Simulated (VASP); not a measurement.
Here is the system:

```
CELL_PARAMETERS angstrom
      5.50323     0.00000     0.00000
      0.00000     2.96722     0.00000
      0.00000     0.00000    25.21442
ATOMIC_POSITIONS crystal
  Cd 0.25000 0.50000 0.33673
  Cd 0.75000 0.00000 0.33666
  Cd 0.25000 0.00000 0.44657
  Cd 0.75000 0.50000 0.44567
  Cd 0.25000 0.50000 0.55433
  Cd 0.75000 0.00000 0.55343
  Cd 0.25000 0.00000 0.66334
  Cd 0.75000 0.50000 0.66327
```

These are PBEsol GGA, VASP's PBE PAW potentials (set 64) (plane waves; VASP) values and carry that method's errors. Numerical set-up: PREC = Normal, 400 eV cut-off, 5×9×1 Γ-centred mesh, first-order Methfessel-Paxton smearing of 0.10 eV, potentials Cd.

Predict the energy per atom (σ→0), band gap (on the k-mesh) with the smallest direct gap where there is one.

| Quantity | Result |
|---|---|
| band gap (on the k-mesh) | none (metal, semimetal or under 0.01 eV) |
| energy per atom (σ→0) | -1081 meV/atom |

Total energies compare only between runs with the same potentials, cut-off and functional.

The cell is a thin slab with vacuum, built from Cd (hcp): (100) face.
